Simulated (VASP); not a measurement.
Input:

```yaml
crystal:
  lattice:
    - [4.98487, 0.00000, 0.00000]
    - [0.00000, 4.98487, 0.00000]
    - [0.00000, 0.00000, 4.98487]
  atoms:
    - { symbol: Ca, position: [0.50000, 0.50000, 0.00000] }
    - { symbol: Ca, position: [0.00000, 0.50000, 0.50000] }
    - { symbol: Ca, position: [0.50000, 0.00000, 0.50000] }
    - { symbol: Zn, position: [0.00000, 0.00000, 0.00000] }
```

Calculation: PBEsol GGA, VASP's PBE PAW potentials (set 64) (plane waves; VASP). Run with 400 eV cut-off, Gaussian smearing of 0.050 eV, potentials Ca_sv Zn.

**Question.** Predict the band gap (along the path) with the smallest direct gap where there is one.

**Answer.** 
| Property | Value |
|---|---|
| band gap (along the path) | none (metal, semimetal or under 0.01 eV) |

The absolute energy has meaning only against runs of the same code, potentials and settings.

The structure comes from a computed database's Ca3Zn entry (Pm-3m); how it stands against other phases isn't given here. It was relaxed first, which changed the volume by -5 %.
